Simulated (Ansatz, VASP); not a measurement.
# SiC (Moissanite 3C): VASP beside Ansatz

Wanted: the spread between two codes on one cell, functional and k mesh. The cell is taken from a series of runs on this material, whose earlier steps may have relaxed, scaled, displaced or heated it; both programs get it as it stands.

Method: plane waves, with VASP 6.6.1 beside it; zone-centre phonons at LDA, in Ansatz 0.2.0.

## 1. Starting point

Symmetry: F-43m, No. 216, cubic system. Conventional cell: a = 4.326 Å, b = 4.326 Å, c = 4.326 Å, α = 90.00°, β = 90.00°, γ = 90.00°. Si has 4 C at 1.87 Å nearest. Nearest to C lie 4 Si at 1.87 Å. Farther neighbours are not listed.

As a file:

```xyz
2
Lattice="-2.1629 0.0000 2.1629 0.0000 2.1629 2.1629 -2.1629 2.1629 0.0000" Properties=species:S:1:pos:R:3 pbc="T T T"
Si    0.0000    0.0000    0.0000
C    -1.0814    1.0814    1.0814
```

## 2. VASP: zone-centre phonons, LDA

Second derivatives magnify differences that forces hide, and they need a tight electronic threshold.

Lines of VASP's logs that name or quote its potential files are left out, and so is its time.

The input, INCAR:

```
SYSTEM = SiC
PREC = Accurate
ENCUT = 600
EDIFF = 1E-08
NELM = 120
ISMEAR = 0
SIGMA = 0.01
LREAL = .FALSE.
ALGO = Normal
GGA = CA
NBANDS = 10
LORBIT = 11
LWAVE = .FALSE.
LCHARG = .FALSE.
ISIF = 2
IBRION = 8
LEPSILON = .TRUE.
LASPH = .TRUE.
GGA_COMPAT = .FALSE.
EFERMI = MIDGAP
KPAR = 2
```

The input, POSCAR:

```
SiC
1.0
   -2.1628607162      0.0000000000      2.1628607162
    0.0000000000      2.1628607162      2.1628607162
   -2.1628607162      2.1628607162      0.0000000000
Si C
1 1
Direct
    0.0000000000      0.0000000000      0.0000000000
    0.2500000000      0.2500000000      0.2500000000
```

The input, KPOINTS:

```
Automatic mesh
0
Gamma
12 12 12
0 0 0
```

PAW data sets: Si and C (LDA family, release 64).

Launch:

```console
$ mpirun -np 2 vasp_std
```

What it wrote:

```text
[banner, memory and clock lines left out]
running    2 mpi-ranks, on    1 nodes
 distrk:  each k-point on    1 cores,    2 groups
 distr:  one band on    1 cores,    1 groups

 POSCAR found type information on POSCAR SiC
 POSCAR found :  2 types and       2 ions
 LDA part: xc-table for (Slater(with rela. corr.)+CA(PZ))
 , standard interpolation
 POSCAR, INCAR and KPOINTS ok, starting setup
 FFT: planning ... GRIDC
 FFT: planning ... GRID_SOFT
 FFT: planning ... GRID
 WAVECAR not read
 entering main loop
       N       E                     dE             d eps       ncg     rms          rms(c)
DAV:   1     0.339881149541E+01    0.33988E+01   -0.43725E+03  1472   0.761E+02
DAV:   2    -0.180250226180E+02   -0.21424E+02   -0.20076E+02  1944   0.116E+02
DAV:   3    -0.187436612891E+02   -0.71864E+00   -0.71712E+00  1706   0.188E+01
DAV:   4    -0.187466299157E+02   -0.29686E-02   -0.29684E-02  1640   0.152E+00
DAV:   5    -0.187466449041E+02   -0.14988E-04   -0.14988E-04  1700   0.999E-02    0.930E+00
DAV:   6    -0.167417564719E+02    0.20049E+01   -0.75527E+00  1498   0.132E+01    0.410E+00
DAV:   7    -0.166654709958E+02    0.76285E-01   -0.39619E-01  1696   0.393E+00    0.182E+00
DAV:   8    -0.166448911019E+02    0.20580E-01   -0.27195E-02  1526   0.107E+00    0.178E-01
DAV:   9    -0.166445296797E+02    0.36142E-03   -0.17997E-03  1756   0.248E-01    0.953E-02
DAV:  10    -0.166445439899E+02   -0.14310E-04   -0.11148E-04  1532   0.708E-02    0.318E-02
DAV:  11    -0.166445444134E+02   -0.42353E-06   -0.30027E-06  1734   0.119E-02    0.134E-02
DAV:  12    -0.166445441903E+02    0.22315E-06   -0.67866E-07  1496   0.427E-03    0.588E-04
DAV:  13    -0.166445441896E+02    0.64233E-09   -0.29493E-08  1584   0.116E-03
   1 F= -.16644544E+02 E0= -.16644544E+02  d E =0.000000E+00
 Linear response reoptimize wavefunctions to high precision
DAV:   1    -0.166445441900E+02   -0.40131E-09   -0.40650E-10  1014   0.144E-04
DAV:   2    -0.166445441900E+02   -0.16598E-10   -0.12989E-11   766   0.328E-05
 Linear response G [H, r] |phi>, progress :
  Direction:   1
       N       E                     dE             d eps       ncg     rms
RMM:   1    -0.381063383218E+02   -0.38106E+02   -0.54051E+01  3706   0.409E+01
RMM:   2    -0.323547013080E+02    0.57516E+01   -0.11663E+00  2287   0.965E+00
RMM:   3    -0.324007153288E+02   -0.46014E-01    0.15179E-02  2370   0.908E-01
RMM:   4    -0.324032361278E+02   -0.25208E-02    0.34216E-03  2483   0.101E-01
RMM:   5    -0.324035529221E+02   -0.31679E-03    0.43050E-04  2482   0.129E-02
RMM:   6    -0.324035871460E+02   -0.34224E-04    0.91914E-05  2609   0.186E-03
RMM:   7    -0.324035902466E+02   -0.31007E-05    0.61816E-05  2394   0.404E-04
RMM:   8    -0.324035906641E+02   -0.41749E-06    0.61080E-05  2047   0.203E-04
RMM:   9    -0.324035900378E+02    0.62630E-06    0.84098E-05  1796   0.185E-04
RMM:  10    -0.324035893461E+02    0.69173E-06    0.10840E-04  1632   0.185E-04
RMM:  11    -0.324035895041E+02   -0.15798E-06    0.13329E-04  1365   0.185E-04
 Linear response G [H, r] |phi>, progress :
  Direction:   2
       N       E                     dE             d eps       ncg     rms
RMM:   1    -0.409145419375E+02   -0.40915E+02   -0.49125E+01  3690   0.433E+01
RMM:   2    -0.323526771077E+02    0.85619E+01   -0.18920E+00  2312   0.113E+01
RMM:   3    -0.323982250708E+02   -0.45548E-01    0.33865E-03  2383   0.110E+00
RMM:   4    -0.324004787201E+02   -0.22536E-02    0.31386E-03  2505   0.126E-01
RMM:   5    -0.324007948709E+02   -0.31615E-03    0.27779E-04  2490   0.163E-02
RMM:   6    -0.324008291872E+02   -0.34316E-04   -0.59580E-05  2606   0.232E-03
RMM:   7    -0.324008321113E+02   -0.29240E-05   -0.88524E-05  2450   0.449E-04
RMM:   8    -0.324008324091E+02   -0.29788E-06   -0.87831E-05  2074   0.188E-04
RMM:   9    -0.324008323794E+02    0.29704E-07   -0.43970E-05  1821   0.161E-04
RMM:  10    -0.324008325969E+02   -0.21744E-06    0.18725E-04  1618   0.160E-04
RMM:  11    -0.324008312901E+02    0.13068E-05    0.61177E-04  1374   0.162E-04
RMM:  12    -0.324008306063E+02    0.68378E-06   -0.10001E-05  1047   0.159E-04
 Linear response G [H, r] |phi>, progress :
  Direction:   3
       N       E                     dE             d eps       ncg     rms
RMM:   1    -0.256393974764E+02   -0.25639E+02    0.83216E+01  3519   0.421E+01
RMM:   2    -0.223327201962E+02    0.33067E+01   -0.21997E+00  2281   0.106E+01
RMM:   3    -0.223265624393E+02    0.61578E-02   -0.29304E-02  2328   0.108E+00
RMM:   4    -0.223260763026E+02    0.48614E-03   -0.34144E-04  2487   0.127E-01
RMM:   5    -0.223260759087E+02    0.39388E-06   -0.35410E-06  2444   0.173E-02
RMM:   6    -0.223260761998E+02   -0.29107E-06    0.84439E-07  2523   0.257E-03
RMM:   7    -0.223260762775E+02   -0.77656E-07    0.76586E-07  2341   0.504E-04
RMM:   8    -0.223260762929E+02   -0.15413E-07    0.12375E-06  2030   0.201E-04
RMM:   9    -0.223260762850E+02    0.79062E-08   -0.16938E-06  1702   0.161E-04
RMM:  10    -0.223260762856E+02   -0.65511E-09   -0.27521E-06  1495   0.160E-04
RMM:  11    -0.223260762849E+02    0.74911E-09   -0.16810E-06  1301   0.159E-04
RMM:  12    -0.223260762847E+02    0.13271E-09   -0.18408E-06   987   0.158E-04
 Linear response to external field (no local field effect), progress :
  Direction:   1
[...]
change of polarisation eV/A/(eV/A) component  3 :     0.066     0.079     0.377
 dielectric tensor                  component  3 :     0.591     0.706     4.373
 Linear response to external field, progress :
  Direction:   1
       N       E                     dE             d eps       ncg     rms          rms(c)
RMM:   1    -0.341428763812E+00   -0.34143E+00   -0.13574E+00 12842   0.252E+00
RMM:   2    -0.349900690429E+00   -0.84719E-02   -0.25838E-03  8950   0.368E-01    0.861E-01
RMM:   3    -0.340049859630E+00    0.98508E-02   -0.49541E-03  8938   0.419E-01    0.499E-01
RMM:   4    -0.348585974057E+00   -0.85361E-02   -0.59671E-03  9004   0.462E-01    0.750E-02
RMM:   5    -0.350582221827E+00   -0.19962E-02   -0.13023E-04  9069   0.845E-02    0.931E-03
RMM:   6    -0.350666934283E+00   -0.84712E-04   -0.12521E-06  9432   0.843E-03    0.467E-03
RMM:   7    -0.350711556082E+00   -0.44622E-04   -0.81513E-08  9320   0.215E-03    0.284E-04
RMM:   8    -0.350714854348E+00   -0.32983E-05   -0.54486E-09  9936   0.410E-04    0.112E-04
RMM:   9    -0.350714068210E+00    0.78614E-06   -0.10077E-09  8206   0.130E-04    0.201E-05
RMM:  10    -0.350714218155E+00   -0.14995E-06   -0.12294E-09  5380   0.320E-05    0.781E-06
 change of polarisation eV/A/(eV/A) component  1 :     0.664    -0.123    -0.129
 dielectric tensor                  component  1 :     6.935    -1.104    -1.156
 Linear response to external field, progress :
  Direction:   2
       N       E                     dE             d eps       ncg     rms          rms(c)
RMM:   1    -0.341428722154E+00   -0.34143E+00   -0.13574E+00 12842   0.252E+00
RMM:   2    -0.349900678529E+00   -0.84720E-02   -0.25844E-03  8949   0.368E-01    0.861E-01
RMM:   3    -0.340049652710E+00    0.98510E-02   -0.49548E-03  8934   0.419E-01    0.499E-01
RMM:   4    -0.348583747213E+00   -0.85341E-02   -0.59683E-03  9001   0.462E-01    0.750E-02
RMM:   5    -0.350579696938E+00   -0.19959E-02   -0.13019E-04  9068   0.845E-02    0.931E-03
RMM:   6    -0.350664367398E+00   -0.84670E-04   -0.12454E-06  9432   0.843E-03    0.466E-03
RMM:   7    -0.350709024959E+00   -0.44658E-04   -0.81285E-08  9320   0.215E-03    0.284E-04
RMM:   8    -0.350712311838E+00   -0.32869E-05   -0.60103E-09  9912   0.411E-04    0.112E-04
RMM:   9    -0.350711525794E+00    0.78604E-06   -0.13875E-09  8211   0.131E-04    0.188E-05
RMM:  10    -0.350711688170E+00   -0.16238E-06   -0.18373E-09  5397   0.335E-05    0.646E-06
 change of polarisation eV/A/(eV/A) component  2 :    -0.171     0.664     0.101
 dielectric tensor                  component  2 :    -1.526     6.935     0.906
 Linear response to external field, progress :
  Direction:   3
       N       E                     dE             d eps       ncg     rms          rms(c)
RMM:   1    -0.341428735997E+00   -0.34143E+00   -0.13574E+00 12842   0.252E+00
RMM:   2    -0.349900680833E+00   -0.84719E-02   -0.25842E-03  8949   0.368E-01    0.861E-01
RMM:   3    -0.340050252484E+00    0.98504E-02   -0.49552E-03  8934   0.419E-01    0.499E-01
RMM:   4    -0.348586437167E+00   -0.85362E-02   -0.59682E-03  9000   0.462E-01    0.750E-02
RMM:   5    -0.350583074380E+00   -0.19966E-02   -0.13016E-04  9073   0.845E-02    0.931E-03
RMM:   6    -0.350667799914E+00   -0.84726E-04   -0.12389E-06  9434   0.843E-03    0.467E-03
RMM:   7    -0.350712452700E+00   -0.44653E-04   -0.80766E-08  9310   0.215E-03    0.284E-04
RMM:   8    -0.350715751082E+00   -0.32984E-05   -0.52805E-09  9945   0.410E-04    0.112E-04
RMM:   9    -0.350714965307E+00    0.78578E-06   -0.15240E-09  8201   0.131E-04    0.200E-05
RMM:  10    -0.350715115533E+00   -0.15023E-06   -0.95695E-10  5402   0.321E-05    0.779E-06
 change of polarisation eV/A/(eV/A) component  3 :    -0.168     0.104     0.664
 dielectric tensor                  component  3 :    -1.506     0.926     6.935
 Linear response DOF=           2
 Linear response progress:
  Degree of freedom:   1/  2
       N       E                     dE             d eps       ncg     rms          rms(c)
RMM:   1    -0.163943883808E-01   -0.16394E-01   -0.75895E-03 13205   0.873E-01
RMM:   2    -0.143919294348E-01    0.20025E-02   -0.78912E-04  8625   0.191E-01    0.133E-01
RMM:   3    -0.142686176686E-01    0.12331E-03    0.18282E-05  8772   0.481E-02    0.755E-02
RMM:   4    -0.143384389114E-01   -0.69821E-04    0.19658E-05  8854   0.472E-02    0.884E-03
RMM:   5    -0.143361505110E-01    0.22884E-05   -0.50602E-06  8986   0.782E-03    0.131E-03
RMM:   6    -0.143335171098E-01    0.26334E-05    0.58661E-07  9165   0.760E-04    0.637E-04
RMM:   7    -0.143321633842E-01    0.13537E-05    0.69781E-07  9167   0.245E-04    0.784E-05
RMM:   8    -0.143323061026E-01   -0.14272E-06    0.51173E-08  9528   0.450E-05    0.196E-05
RMM:   9    -0.143323299461E-01   -0.23843E-07    0.53663E-08  9536   0.175E-05    0.325E-06
RMM:  10    -0.143323260415E-01    0.39046E-08    0.22739E-08  8905   0.776E-06    0.971E-07
 first order change of Fermi-energy   0.15933E+01
 force on displaced ion       1 direction 1 : -19.789   0.000   0.000
 Born effective charge ion    1 direction 1 :   2.716   0.000   0.000
 Linear response progress:
  Degree of freedom:   2/  2
       N       E                     dE             d eps       ncg     rms          rms(c)
RMM:   1    -0.126822480576E+00   -0.12682E+00    0.54382E-02 12264   0.208E+00
RMM:   2    -0.123656510290E+00    0.31660E-02   -0.23637E-03  8554   0.409E-01    0.209E-01
RMM:   3    -0.123675277159E+00   -0.18767E-04   -0.77113E-04  8416   0.176E-01    0.103E-01
RMM:   4    -0.124731503675E+00   -0.10562E-02   -0.59844E-04  8500   0.147E-01    0.187E-02
RMM:   5    -0.124713002572E+00    0.18501E-04   -0.53221E-06  8961   0.216E-02    0.182E-03
RMM:   6    -0.124721340830E+00   -0.83383E-05    0.62006E-08  9249   0.243E-03    0.889E-04
RMM:   7    -0.124716881080E+00    0.44598E-05    0.19447E-07  9195   0.494E-04    0.100E-04
RMM:   8    -0.124717610695E+00   -0.72961E-06    0.36978E-08  9258   0.110E-04    0.288E-05
RMM:   9    -0.124717523358E+00    0.87337E-07    0.28316E-08  9757   0.323E-05    0.433E-06
RMM:  10    -0.124717548698E+00   -0.25340E-07    0.18681E-08  9635   0.134E-05    0.189E-06
RMM:  11    -0.124717547863E+00    0.83530E-09    0.33598E-08  7518   0.103E-05    0.213E-07
 first order change of Fermi-energy  -0.15943E+01
 force on displaced ion       2 direction 1 : -19.790   0.000   0.000
 Born effective charge ion    2 direction 1 :  -2.717   0.000   0.000
 Born effective charges drift removed
 Linear response finished
```

Parts of OUTCAR (step 2):

```text
ion  position               nearest neighbor table
   1  0.000  0.000  0.000-   2 1.87   2 1.87   2 1.87   2 1.87
   2  0.250  0.250  0.250-   1 1.87   1 1.87   1 1.87   1 1.87

  LATTYP: Found a face centered cubic cell.
 ALAT       =     4.3257214324

 Subroutine GETGRP returns: Found 24 space group operations
 (whereof 24 operations were pure point group operations)

The static configuration has the point symmetry T_d .

 Found     72 irreducible k-points:

   k-points           NKPTS =     72   k-points in BZ     NKDIM =     72   number of bands    NBANDS=     10

   dimension x,y,z NGX =    24 NGY =   24 NGZ =   24
   dimension x,y,z NGXF=    48 NGYF=   48 NGZF=   48

   ENCUT  =  600.0 eV  44.10 Ry    6.64 a.u.   6.11  6.11  6.11*2*pi/ulx,y,z

   NELECT =       8.0000    total number of electrons

 k-points in reciprocal lattice and weights: Automatic mesh
   0.00000000  0.00000000  0.00000000       0.001
   0.08333333  0.00000000  0.00000000       0.005
   0.16666667  0.00000000  0.00000000       0.005
   0.25000000  0.00000000  0.00000000       0.005
   0.33333333  0.00000000  0.00000000       0.005
   0.41666667  0.00000000  0.00000000       0.005
   0.50000000  0.00000000  0.00000000       0.002
   0.08333333  0.08333333  0.00000000       0.003
   0.16666667  0.08333333  0.00000000       0.014
[...]
-0.33333333  0.50000000  0.16666667       0.007
  -0.25000000  0.50000000  0.25000000       0.003

 average (electrostatic) potential at core
       1 -81.6212       2 -48.7147

  Total        0.0972416      0.0972416      0.0972416     -0.0000000      0.0000000      0.0000000
  in kB        7.6992259      7.6992259      7.6992259     -0.0000000      0.0000000      0.0000000
  external PRESSURE =       7.6992259 kB  Pullay stress =       0.0000000 kB

  energy-cutoff  :      600.00
  volume of cell :       20.24
      direct lattice vectors                 reciprocal lattice vectors
    -2.162860716  0.000000000  2.162860716    -0.231175312 -0.231175312  0.231175312
     0.000000000  2.162860716  2.162860716     0.231175312  0.231175312  0.231175312
    -2.162860716  2.162860716  0.000000000    -0.231175312  0.231175312 -0.231175312

 POSITION                                       TOTAL-FORCE (eV/Angst)
 -----------------------------------------------------------------------------------
      0.00000      0.00000      0.00000        -0.000000      0.000000      0.000000
     -1.08143      1.08143      1.08143         0.000000     -0.000000      0.000000
 -----------------------------------------------------------------------------------
    total drift:                               -0.000000      0.000000      0.000000

 MACROSCOPIC STATIC DIELECTRIC TENSOR (including local field effects in DFT)
 ------------------------------------------------------
           6.934723     0.000000    -0.000000
           0.000000     6.934723    -0.000000
          -0.000000     0.000000     6.934723
 ------------------------------------------------------

 PIEZOELECTRIC TENSOR (including local field effects)  for field in x, y, z        (C/m^2)
          XX          YY          ZZ          XY          YZ          ZX
  --------------------------------------------------------------------------------
  x    -0.00000    -0.00000    -0.00000     0.00000     0.98587    -0.00000
  y     0.00000    -0.00000    -0.00000    -0.00000     0.00000     0.98587
  z     0.00000     0.00000     0.00000     0.98587     0.00000    -0.00000

 BORN EFFECTIVE CHARGES (including local field effects) (in |e|, cummulative output)
 ---------------------------------------------------------------------------------
 ion    1
    1     2.71598     0.00000     0.00000
    2     0.00000     2.71598     0.00000
    3     0.00000    -0.00000     2.71598
 ion    2
    1    -2.71598    -0.00000     0.00000
    2     0.00000    -2.71598     0.00000
    3     0.00000     0.00000    -2.71598

 Eigenvectors and eigenvalues of the dynamical matrix
 ----------------------------------------------------

   1 f  =   23.976868 THz   150.651105 2PiTHz  799.782231 cm-1    99.160314 meV
             X         Y         Z           dx          dy          dz
      0.000000  0.000000  0.000000     0.000000    0.547312    0.000000
     -1.081430  1.081430  1.081430     0.000000   -0.836929    0.000000

   2 f  =   23.976868 THz   150.651105 2PiTHz  799.782231 cm-1    99.160314 meV
             X         Y         Z           dx          dy          dz
      0.000000  0.000000  0.000000    -0.547312    0.000000    0.000000
     -1.081430  1.081430  1.081430     0.836929    0.000000    0.000000

   3 f  =   23.976868 THz   150.651105 2PiTHz  799.782231 cm-1    99.160314 meV
             X         Y         Z           dx          dy          dz
      0.000000  0.000000  0.000000     0.000000    0.000000   -0.547312
     -1.081430  1.081430  1.081430     0.000000    0.000000    0.836929

   4 f/i=    0.000146 THz     0.000916 2PiTHz    0.004865 cm-1     0.000603 meV
             X         Y         Z           dx          dy          dz
      0.000000  0.000000  0.000000     0.836929    0.000000    0.000000
     -1.081430  1.081430  1.081430     0.547312    0.000000    0.000000

   5 f/i=    0.000146 THz     0.000916 2PiTHz    0.004865 cm-1     0.000603 meV
             X         Y         Z           dx          dy          dz
      0.000000  0.000000  0.000000     0.000000   -0.836929    0.000000
     -1.081430  1.081430  1.081430     0.000000   -0.547312    0.000000

   6 f/i=    0.000146 THz     0.000916 2PiTHz    0.004865 cm-1     0.000603 meV
             X         Y         Z           dx          dy          dz
      0.000000  0.000000  0.000000     0.000000    0.000000    0.836929
     -1.081430  1.081430  1.081430     0.000000    0.000000    0.547312

 MACROSCOPIC STATIC DIELECTRIC TENSOR IONIC CONTRIBUTION
 ------------------------------------------------------
           3.333266     0.000000     0.000000
           0.000000     3.333266     0.000000
           0.000000     0.000000     3.333266
 ------------------------------------------------------

 ELASTIC MODULI CONTR FROM IONIC RELAXATION (kBar)
 Direction    XX          YY          ZZ          XY          YZ          ZX
 --------------------------------------------------------------------------------
 XX          -0.0000      0.0000      0.0000     -0.0000     -0.0000     -0.0000
 YY           0.0000     -0.0000      0.0000     -0.0000     -0.0000      0.0000
 ZZ           0.0000      0.0000     -0.0000      0.0000      0.0000     -0.0000
 XY          -0.0000     -0.0000      0.0000   -286.0603     -0.0000      0.0000
 YZ          -0.0000     -0.0000      0.0000     -0.0000   -286.0603     -0.0000
 ZX          -0.0000      0.0000     -0.0000      0.0000     -0.0000   -286.0603
 --------------------------------------------------------------------------------

 PIEZOELECTRIC TENSOR IONIC CONTR  for field in x, y, z        (C/m^2)
          XX          YY          ZZ          XY          YZ          ZX
  --------------------------------------------------------------------------------
  x    -0.00000    -0.00000     0.00000    -0.00000    -0.91883    -0.00000
  y    -0.00000     0.00000    -0.00000     0.00000    -0.00000    -0.91883
  z    -0.00000     0.00000     0.00000    -0.91883    -0.00000    -0.00000
```

[end of part 1 of 2]

[Lines on the potential files, build, host, timing and source positions are cut from VASP's logs without a mark.]

[Logs are printed without paths, hosts, clocks, repeated set-up lines and the standing remarks that a program may print on its own settings, such as how far it seeks lower states.]

[Hosts, paths, dates, database ids (printed as entryN), source tags and the programs' standing remarks are cut or masked in the printed files.]
